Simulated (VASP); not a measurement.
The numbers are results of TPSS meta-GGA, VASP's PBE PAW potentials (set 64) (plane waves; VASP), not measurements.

VASP input:

POSCAR:
```
ZrS2
1
    1.8236881073    -3.1587204814     0.0000000000
    1.8236881073     3.1587204814     0.0000000000
    0.0000000000     0.0000000000     6.9644301293
Zr S
1 2
Direct
  0.0000000000   0.0000000000   1.0000000000
  0.3333330000   0.6666670000   0.2061344770
  0.6666670000   0.3333330000   0.7938655230
```

### INCAR
```
SYSTEM = ZrS2
PREC = Accurate; ENCUT = 520; LREAL = .False.
LASPH = .True.
EDIFF = 1E-7; NELM = 100; ALGO = Normal
LMAXMIX = 4; LMIXTAU = .True.
ISMEAR = 0; SIGMA = 0.05
METAGGA = TPSS
IBRION = 2; NSW = 30; ISIF = 4
EDIFFG = -0.01
LWAVE = .False.; LCHARG = .False.
```

KPOINTS:
```
Automatic
0
G
  7 7 3
0 0 0
```

POTCAR, in this order: Zr_sv S (PBE.64 set). Program: vasp_std.

Q: What will the output report for the number of irreducible k-points (NKPTS), largest plane-wave count, number of space-group operations, FFT grid (NGX, NGY, NGZ)?

A: 
```yaml
number of irreducible k-points (NKPTS): 20
largest_plane_wave_count: 2185
number_of_space_group_operations: 12
FFT grid (NGX, NGY, NGZ): 28 × 28 × 54
```

The compound is ZrS2 in the 1T layered structure. This cell is one point of a volume scan, at 0.97 of the reference volume. Symmetry was kept, so distortions that lower it aren't found.
